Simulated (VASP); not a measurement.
```yaml
crystal:
  lattice:
    - [1.85353, -3.21040, 0.00000]
    - [1.85353, 3.21040, 0.00000]
    - [0.00000, 0.00000, 11.84824]
  atoms:
    - { symbol: La, position: [0.00000, 0.00000, 0.50000] }
    - { symbol: La, position: [0.00000, 0.00000, 0.00000] }
    - { symbol: La, position: [0.33333, 0.66667, 0.25000] }
    - { symbol: La, position: [0.66667, 0.33333, 0.75000] }
```

Calculation: PBE GGA with D4 dispersion, VASP's PBE PAW potentials (set 64) (plane waves; VASP 6.6.1). Numerical set-up: 520 eV cut-off, Gaussian smearing of 0.050 eV, potentials La.

Problem. Give the energies of bands 17 to 25 at the high-symmetry points, in eV from the Fermi level.

Solution. 
```
band      Γ      M      K      A      L      H
----  -----  -----  -----  -----  -----  -----
17    -3.18  -2.06  -1.03  -2.69  -1.78  -1.23
18    -1.86  -1.95  -1.03  -2.69  -1.78  -1.23
19    -1.84  -1.69  -0.73  -1.75  -1.46  -0.40
20    -1.83  -1.15  -0.57  -1.75  -1.46  -0.40
21     0.51  -0.75  -0.57   0.77  -1.19  -0.05
22     0.66  -0.31   0.04   0.77  -1.19  -0.05
23     1.23  -0.23   0.18   1.28   0.64  -0.02
24     1.27   0.43   0.18   1.29   0.64  -0.02
25     1.29   0.99   0.90   1.29   1.31   0.91
```

It has no gap at this level: it comes out as a metal or semimetal.

The compound is La in the dhcp structure. It was relaxed first, which changed the volume by -6 %.
